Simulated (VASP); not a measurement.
An input for Quantum ESPRESSO's pw.x (written as the equivalent of a VASP run, and not itself run):

```
&CONTROL
  calculation = 'scf'
  pseudo_dir = './pseudo'
  outdir = './out'
  tprnfor = .true.
  tstress = .true.
/
&SYSTEM
  ibrav = 0
  nat = 5
  ntyp = 2
  ecutwfc = 82.3
  occupations = 'smearing'
  smearing = 'fermi-dirac'
  degauss = 0.00735
  input_dft = 'pbe'
/
&ELECTRONS
  conv_thr = 7.3e-08
  electron_maxstep = 100
/
ATOMIC_SPECIES
  Tl 204.380 Tl.upf
  Te 127.600 Te.upf
CELL_PARAMETERS angstrom
     5.1447730    0.0000000    0.0000000
    -2.5723860    4.4555040    0.0000000
     0.0000000    0.0000000    8.0163340
ATOMIC_POSITIONS crystal
  Tl   0.3333330  0.6666670  0.2467000
  Tl   0.6666670  0.3333330  0.7533000
  Te   0.0000000  0.0000000  0.0000000
  Te   0.3333330  0.6666670  0.6470000
  Te   0.6666670  0.3333330  0.3530000
K_POINTS automatic
  3 3 2 0 0 0
```

Translate this input to VASP (INCAR, KPOINTS, POSCAR, choice of POTCAR).

Several could match; the one computed here: 
### POSCAR
```
Tl2Te3
5.1447730
  1.0000000000   0.0000000000   0.0000000000
 -0.4999999028   0.8660253815   0.0000000000
  0.0000000000   0.0000000000   1.5581511565
Tl Te
2 3
Cart
 -0.0000004352   0.5773505430   0.3843958903
  0.5000005324   0.2886748385   1.1737552662
  0.0000000000   0.0000000000   0.0000000000
 -0.0000004352   0.5773505430   1.0081237983
  0.5000005324   0.2886748385   0.5500273583
```

INCAR:
```
! general
SYSTEM  = Tl2Te3
PREC    = Accurate
ENCUT   = 300
LREAL   = .FALSE.
LASPH   = .TRUE.

! electronic loop
EDIFF   = 1E-6
NELM    = 100
ALGO    = Normal
LMAXMIX = 4

! smearing
ISMEAR  = -1
SIGMA   = 0.1

! functional
GGA     = PE

! ions
ISIF    = 2

! output
LWAVE   = .FALSE.
LCHARG  = .FALSE.
```

**KPOINTS**
```
Automatic mesh
0
Gamma
3 3 2
0 0 0
```

POTCAR, in this order: Tl_d Te (PBE.64 set). Program: vasp_std.

Limits of the translation: the potentials are each code's own (VASP's PAW set, PseudoDojo norm-conserving files in pw.x), so ENCUT and ecutwfc are chosen apart and not converted; conv_thr bounds pw.x's estimated SCF error, while EDIFF bounds the energy change between steps.

The structure was generated: Tl2Te3 was put into an ordered model structure, which need not be its known phase. The cell was not relaxed at this level. The k-mesh is coarse (spacing up to 0.47 per Å, 2π included), so the numbers may not be converged in it.
